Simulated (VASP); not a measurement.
# La2Cu2C (P4/mbm) in VASP: notebook

Runs on La2Cu2C. Level: r2SCAN. Tasks: single point.

Program: VASP 6.6.1. These are calculated values, not measurements. Logs are shortened: lines on timing, memory, paths and dates and some standing lists are left out, and cuts for length are marked.

**1. The crystal as given**

It takes space group P4/mbm (No. 127, tetragonal). Conventional cell: a = 7.380 Å, b = 7.380 Å, c = 3.782 Å, α = 90.00°, β = 90.00°, γ = 90.00°. C (site symmetry 4/m) has 4 Cu at 2.95 Å and 8 La at 3.31 Å as nearest neighbours. Cu (site symmetry m2m) is surrounded by 1 Cu at 2.45 Å. La (site symmetry m2m) is surrounded by 6 Cu at 2.85 to 2.92 Å.

The cell was built by a generator and needn't be a form met in nature.

**2. Single point, r2SCAN**

INCAR

```
SYSTEM = La2Cu2C
PREC = Accurate ; ENCUT = 520
EDIFF = 1E-6 ; ISMEAR = -1
SIGMA = 0.1 ; LREAL = .FALSE.
LASPH = .TRUE. ; NELM = 100
ALGO = Normal ; ISIF = 2
LWAVE = .FALSE. ; LCHARG = .FALSE.
METAGGA = R2SCAN ; LMIXTAU = .TRUE.
NBANDS = 59
```

KPOINTS

```
regular mesh
0
G
  3 3 5
  0 0 0
```

POSCAR

```
La2Cu2C
1.0
    7.3799200000      0.0000000000      0.0000000000
    0.0000000000      7.3799200000      0.0000000000
    0.0000000000      0.0000000000      3.7816420000
C Cu La
2 4 4
Direct
    0.0000000000      0.0000000000      0.0000000000
    0.5000000000      0.5000000000      0.0000000000
    0.3827300000      0.8827300000      0.0000000000
    0.1172700000      0.3827300000      0.0000000000
    0.6172700000      0.1172700000      0.0000000000
    0.8827300000      0.6172700000      0.0000000000
    0.1783800000      0.6783800000      0.5000000000
    0.3216200000      0.1783800000      0.5000000000
    0.8216200000      0.3216200000      0.5000000000
    0.6783800000      0.8216200000      0.5000000000
```

Potentials or basis: VASP PAW PBE potentials, release 64 (C, Cu, La).

Command:

```sh
> cat potpaw_PBE.64/C/POTCAR potpaw_PBE.64/Cu/POTCAR potpaw_PBE.64/La/POTCAR > POTCAR
> mpirun -np 1 vasp_std > vasp.out
```

OUTCAR:

```text
SYSTEM = La2Cu2C
   PREC = Accurate
   ENCUT = 520
   EDIFF = 1E-6
   ISMEAR = -1
   LREAL = .FALSE.
   LASPH = .TRUE.
   NELM = 100
   ISIF = 2
   METAGGA = R2SCAN

 ion  position               nearest neighbor table
   1  0.000  0.000  0.000-
   2  0.500  0.500  0.000-
   3  0.383  0.883  0.000-   5 2.45   7 2.85   7 2.85  10 2.92   8 2.92   8 2.92  10 2.92
   4  0.117  0.383  0.000-   6 2.45   8 2.85   8 2.85   9 2.92   7 2.92   7 2.92   9 2.92
   5  0.617  0.117  0.000-   3 2.45   9 2.85   9 2.85  10 2.92   8 2.92   8 2.92  10 2.92
   6  0.883  0.617  0.000-   4 2.45  10 2.85  10 2.85   7 2.92   7 2.92   9 2.92   9 2.92
   7  0.178  0.678  0.500-   3 2.85   3 2.85   6 2.92   4 2.92   4 2.92   6 2.92
   8  0.322  0.178  0.500-   4 2.85   4 2.85   5 2.92   3 2.92   3 2.92   5 2.92
   9  0.822  0.322  0.500-   5 2.85   5 2.85   6 2.92   4 2.92   4 2.92   6 2.92
  10  0.678  0.822  0.500-   6 2.85   6 2.85   3 2.92   3 2.92   5 2.92   5 2.92

  LATTYP: Found a simple tetragonal cell.
 ALAT       =     7.3799200000
 C/A-ratio  =     0.5124231699

  Lattice vectors:

 A1 = (   7.3799200000,   0.0000000000,   0.0000000000)
 A2 = (   0.0000000000,   7.3799200000,   0.0000000000)
 A3 = (   0.0000000000,   0.0000000000,   3.7816420000)

Analysis of symmetry for initial positions (statically):
=====================================================================
 Subroutine PRICEL returns:
 Original cell was already a primitive cell.

 Routine SETGRP: Setting up the symmetry group for a
 simple tetragonal supercell.

 Subroutine GETGRP returns: Found 16 space group operations
 (whereof  8 operations were pure point group operations)
 out of a pool of 16 trial point group operations.

The static configuration has the point symmetry C_4h.
 The point group associated with its full space group is D_4h.

Analysis of symmetry for dynamics (positions and initial velocities):
=====================================================================
 Subroutine PRICEL returns:
 Original cell was already a primitive cell.

 Routine SETGRP: Setting up the symmetry group for a
 simple tetragonal supercell.

 Subroutine GETGRP returns: Found 16 space group operations
 (whereof  8 operations were pure point group operations)
 out of a pool of 16 trial point group operations.

The dynamic configuration has the point symmetry C_4h.
 The point group associated with its full space group is D_4h.

 Subroutine INISYM returns: Found 16 space group operations
 (whereof  8 operations are pure point group operations),
 and found     1 'primitive' translations

----------------------------------------------------------------------------------------

[... 105 lines left out ...]
   EMIN   =  10.00;   EMAX   =-10.00  energy-range for DOS
   EFERMI =   0.00;   METHOD = LEGACY
   ISMEAR =    -1;   SIGMA  =   0.10  broadening in eV -4-tet -1-fermi 0-gaus
   EFERMI_NEDOS =   21; number of points for ismear=-14 and -15
   IALGO  =     38    algorithm
   IMIX   =      4    mixing-type and parameters
     AMIX     =   0.40;   BMIX     =  1.00
     AMIX_MAG =   1.60;   BMIX_MAG =  1.00
  volume/ion in A,a.u.               =      20.60       138.99
  Fermi-wavevector in a.u.,A,eV,Ry     =   1.269319  2.398664 21.921297  1.611170
  Thomas-Fermi vector in A             =   2.402366
   LORBIT       =      0    0 simple, 1 ext, 2 COOP (PROOUT), +10 PAW based schemes
   METAGGA = R2SCAN    functional components
   LHFCALC =     F    Hartree Fock is set to
   AEXX    =    0.0000 exact exchange contribution
   IVDW    =     0    specifies the selected vdW correction
   LEPSILON=     F    determine dielectric tensor
   LRPA    =     F    only Hartree local field effects (RPA)
 non-spin polarized calculation
  energy-cutoff  :      520.00
  volume of cell :      205.96
 maximum number of plane-waves:      5574
 NGX is ok and might be reduce to    56
   NGX = 27   NGY = 27   NGZ = 15

 number of electron      96.0000037 magnetization

 Free energy of the ion-electron system (eV)
  ---------------------------------------------------
  ext. energy  EPLUGINS =         0.00000000
  ---------------------------------------------------
  free energy    TOTEN  =      -175.94476623 eV

  energy without entropy =     -175.76789845  energy(sigma->0) =     -175.85633234

 E-fermi :   7.7411     XC(G=0): -11.2723

 val. band max:        7.6995202393   @ k =   0.3333   0.3333   0.4000
 cond. band min:       7.7968020202   @ k =   0.0000   0.0000   0.2000
 fundamental gap:      0.0972817809
 Fermi energy:         7.7410523354

 k-point     1 :       0.0000    0.0000    0.0000
  band No.  band energies     occupation
      1     -26.0792      2.00000
      2     -25.9789      2.00000
      3     -25.9789      2.00000
      4     -25.9655      2.00000
      5     -10.1469      2.00000
      6      -9.6124      2.00000
[... 547 lines left out ...]
     58      10.1320      0.00000
     59      10.1690      0.00000

------------------------ aborting loop because EDIFF is reached ----------------------------------------

  FORCE on cell =-STRESS in cart. coord.  units (eV):
  Direction    XX          YY          ZZ          XY          YZ          ZX
  --------------------------------------------------------------------------------------
  -------------------------------------------------------------------------------------
  Total       -2.2895989     -2.2895989      3.4407831      0.0000000      0.0000000      0.0000000
  in kB      -17.8109169    -17.8109169     26.7660420      0.0000000      0.0000000      0.0000000
  external PRESSURE =      -2.9519306 kB  Pullay stress =       0.0000000 kB

 VOLUME and BASIS-vectors are now :
 -----------------------------------------------------------------------------
  energy-cutoff  :      520.00
  volume of cell :      205.96
      direct lattice vectors                 reciprocal lattice vectors
     7.379920000  0.000000000  0.000000000     0.135502824  0.000000000  0.000000000
     0.000000000  7.379920000  0.000000000     0.000000000  0.135502824  0.000000000
     0.000000000  0.000000000  3.781642000     0.000000000  0.000000000  0.264435396

 POSITION                                       TOTAL-FORCE (eV/Angst)
 -----------------------------------------------------------------------------------
      0.00000      0.00000      0.00000        -0.000000      0.000000     -0.000000
      3.68996      3.68996      0.00000        -0.000000      0.000000     -0.000000
      2.82452      6.51448      0.00000        -0.047178     -0.047178     -0.000000
      0.86544      2.82452      0.00000         0.047178     -0.047178      0.000000
      4.55540      0.86544      0.00000         0.047178      0.047178      0.000000
      6.51448      4.55540      0.00000        -0.047178      0.047178     -0.000000
      1.31643      5.00639      1.89082         0.592060      0.592060     -0.000000
      2.37353      1.31643      1.89082        -0.592060      0.592060      0.000000
      6.06349      2.37353      1.89082        -0.592060     -0.592060      0.000000
      5.00639      6.06349      1.89082         0.592060     -0.592060     -0.000000
 -----------------------------------------------------------------------------------
    total drift:                               -0.000000     -0.000000     -0.000000

  FREE ENERGIE OF THE ION-ELECTRON SYSTEM (eV)
  ---------------------------------------------------
  free  energy   TOTEN  =      -175.9447662299 eV

  energy  without entropy=     -175.7678984472  energy(sigma->0) =     -175.85633234
```

stdout:

```text
POSCAR found type information on POSCAR C CuLa
 POSCAR found :  3 types and      10 ions
 scaLAPACK will be used
 -----------------------------------------------------------------------------
|                                                                             |
|                                                                             |
|     You enforced a specific xc type in the INCAR file but a different       |
|     I HOPE YOU KNOW WHAT YOU ARE DOING!                                     |
|                                                                             |
 -----------------------------------------------------------------------------

 LDA part: xc-table for (None), standard interpolation
 POSCAR, INCAR and KPOINTS ok, starting setup
 FFT: planning ... GRIDC
 FFT: planning ... GRID_SOFT
 FFT: planning ... GRID
 WAVECAR not read
 entering main loop
```

It took 8.4 min on 1 thread of Intel Xeon Platinum 8375C at 2.90GHz (Ice Lake), shared host; peak memory 0.38 GiB.

Results:

| Item | Value |
| --- | --- |
| Free energy | -175.9448 eV |
| Pressure | -0.3 GPa |
| Largest force | 0.837 eV/Å |
| Band gap on the k mesh | none (metal or under the smearing width) |

Forces in eV/Å, atoms in the order of the input:
```
C    0.000  0.000  0.000
C    0.000  0.000  0.000
Cu  -0.047 -0.047  0.000
Cu   0.047 -0.047  0.000
Cu   0.047  0.047  0.000
Cu  -0.047  0.047  0.000
La   0.592  0.592  0.000
La  -0.592  0.592  0.000
La  -0.592 -0.592  0.000
La   0.592 -0.592  0.000
```

Caveat: the PAW data sets were made with another functional, which shifts forces and pressure a little. The run has no spin-orbit coupling, so splittings on La are missing.

[end of part 1 of 2]
